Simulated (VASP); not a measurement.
Input:

```
CSi
1.0
    0.00000     2.18000     2.18000
    2.18000     0.00000     2.18000
    2.18000     2.18000     0.00000
Si C
1 1
Direct
  0.00000   0.00000   0.00000
  0.25000   0.25000   0.25000
```

Level of theory: G0W0 on PBE orbitals, VASP's PBE PAW potentials (set 64) (plane waves; VASP). Run with PREC = Normal, 500 eV cut-off, 4×4×4 Γ-centred mesh, Gaussian smearing of 0.010 eV, potentials Si_GW C_GW_new.

The mesh is coarse and the basis finite, so the quasiparticle values are not converged.

NBANDS = 240, ENCUTGW = 250 eV, NOMEGA = 64. The PBE levels (eV) that the step starts from are:

```json
[
 {"state": "k1 (0.00, 0.00, 0.00), band 1", "KS energy": "-6.81", "filling": "2"},
 {"state": "k1 (0.00, 0.00, 0.00), band 2", "KS energy": "8.61", "filling": "2"},
 {"state": "k1 (0.00, 0.00, 0.00), band 3", "KS energy": "8.61", "filling": "2"},
 {"state": "k1 (0.00, 0.00, 0.00), band 4", "KS energy": "8.61", "filling": "2"},
 {"state": "k1 (0.00, 0.00, 0.00), band 5", "KS energy": "14.82", "filling": "0"},
 {"state": "k1 (0.00, 0.00, 0.00), band 6", "KS energy": "15.85", "filling": "0"},
 {"state": "k1 (0.00, 0.00, 0.00), band 7", "KS energy": "15.85", "filling": "0"},
 {"state": "k1 (0.00, 0.00, 0.00), band 8", "KS energy": "15.85", "filling": "0"},
 {"state": "k4 (0.25, 0.25, 0.00), band 1", "KS energy": "-5.21", "filling": "2"},
 {"state": "k4 (0.25, 0.25, 0.00), band 2", "KS energy": "5.26", "filling": "2"},
 {"state": "k4 (0.25, 0.25, 0.00), band 3", "KS energy": "6.67", "filling": "2"},
 {"state": "k4 (0.25, 0.25, 0.00), band 4", "KS energy": "6.67", "filling": "2"},
 {"state": "k4 (0.25, 0.25, 0.00), band 5", "KS energy": "12.61", "filling": "0"},
 {"state": "k4 (0.25, 0.25, 0.00), band 6", "KS energy": "14.91", "filling": "0"},
 {"state": "k4 (0.25, 0.25, 0.00), band 7", "KS energy": "19.14", "filling": "0"},
 {"state": "k4 (0.25, 0.25, 0.00), band 8", "KS energy": "19.14", "filling": "0"},
 {"state": "k7 (0.50, 0.50, 0.00), band 1", "KS energy": "-1.78", "filling": "2"},
 {"state": "k7 (0.50, 0.50, 0.00), band 2", "KS energy": "0.79", "filling": "2"},
 {"state": "k7 (0.50, 0.50, 0.00), band 3", "KS energy": "5.41", "filling": "2"},
 {"state": "k7 (0.50, 0.50, 0.00), band 4", "KS energy": "5.41", "filling": "2"},
 {"state": "k7 (0.50, 0.50, 0.00), band 5", "KS energy": "9.92", "filling": "0"},
 {"state": "k7 (0.50, 0.50, 0.00), band 6", "KS energy": "12.88", "filling": "0"},
 {"state": "k7 (0.50, 0.50, 0.00), band 7", "KS energy": "22.60", "filling": "0"},
 {"state": "k7 (0.50, 0.50, 0.00), band 8", "KS energy": "22.60", "filling": "0"}
]
```

Task: Give the quasiparticle energies and renormalisation factors Z.

Result: 
```tsv
state	QP energy (eV)	Z
k1 (0.00, 0.00, 0.00), band 1	-7.99	0.72
k1 (0.00, 0.00, 0.00), band 2	7.78	0.79
k1 (0.00, 0.00, 0.00), band 3	7.78	0.79
k1 (0.00, 0.00, 0.00), band 4	7.78	0.79
k1 (0.00, 0.00, 0.00), band 5	15.10	0.78
k1 (0.00, 0.00, 0.00), band 6	16.26	0.79
k1 (0.00, 0.00, 0.00), band 7	16.26	0.79
k1 (0.00, 0.00, 0.00), band 8	16.26	0.79
k4 (0.25, 0.25, 0.00), band 1	-6.36	0.73
k4 (0.25, 0.25, 0.00), band 2	4.28	0.76
k4 (0.25, 0.25, 0.00), band 3	5.73	0.78
k4 (0.25, 0.25, 0.00), band 4	5.73	0.78
k4 (0.25, 0.25, 0.00), band 5	12.82	0.80
k4 (0.25, 0.25, 0.00), band 6	15.23	0.80
k4 (0.25, 0.25, 0.00), band 7	19.62	0.76
k4 (0.25, 0.25, 0.00), band 8	19.62	0.76
k7 (0.50, 0.50, 0.00), band 1	-2.88	0.73
k7 (0.50, 0.50, 0.00), band 2	-0.27	0.74
k7 (0.50, 0.50, 0.00), band 3	4.41	0.77
k7 (0.50, 0.50, 0.00), band 4	4.41	0.77
k7 (0.50, 0.50, 0.00), band 5	10.01	0.81
k7 (0.50, 0.50, 0.00), band 6	13.12	0.81
k7 (0.50, 0.50, 0.00), band 7	23.03	0.74
k7 (0.50, 0.50, 0.00), band 8	23.03	0.74
```
On the mesh the gap opens from 1.31 to 2.23 eV.

The compound is SiC in the zinc blende structure. The cell was not relaxed at this level. The k-mesh is coarse (spacing up to 0.62 per Å, 2π included), so the numbers may not be converged in it.
